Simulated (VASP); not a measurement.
A convergence study with VASP on Dy (space group no. 194 when undisturbed): one setting is varied, all else stays as given below, so the limit is that of these other settings. One atom is moved off its site, so that forces are finite.

```xyz
2
Lattice="1.8040 -3.1246 0.0000 1.8040 3.1246 0.0000 0.0000 0.0000 5.6783" Properties=species:S:1:pos:R:3 pbc="T T T"
Dy     1.8040     1.0415     1.4696
Dy     1.8040    -1.0415     4.2587
```
Starting moments (μB, in the order of the record's atoms Dy Dy): 5.0 5.0.

These are PBE GGA, VASP's PBE PAW potentials (set 64) (plane waves; VASP 6.6.1) values and carry that method's errors. The tightest run used: 300 eV cut-off, 19×19×10 Γ-centred mesh, Fermi-Dirac smearing of 0.10 eV, potentials Dy.

```
setting     E (eV/atom)  pressure (GPa)  largest force (eV/Å)  moment (μB)  irreducible k-points
----------  -----------  --------------  --------------------  -----------  --------------------
2×2×1 mesh      -8.3948          -10.06                 0.208        9.509                     2
2×2×2 mesh      -8.3745           -7.16                 0.177        9.334                     4
3×3×2 mesh      -7.7952            0.18                 0.225        9.619                     6
4×4×2 mesh      -7.8220            0.81                 0.194        9.405                     8
```

These are the cheaper rows. Estimate the results at 19×19×10 mesh, and how far the last row shown lies from them.

```tsv
quantity	tightest run	last row shown is off by
E (eV/atom)	-7.8120	-0.0100
pressure (GPa)	0.89	-0.08
largest force (eV/Å)	0.200	-0.006
moment (μB)	9.649	-0.245
```

Left out are rungs that failed or repeat a setting and relaxations that didn't move; long series are thinned to 24 rows.

The structure is a typed Dy crystal (space group no. 194). The cell was not relaxed at this level, it is distorted from the ideal structure. The spin order is the one that the start imposed; others were not tried in this run.
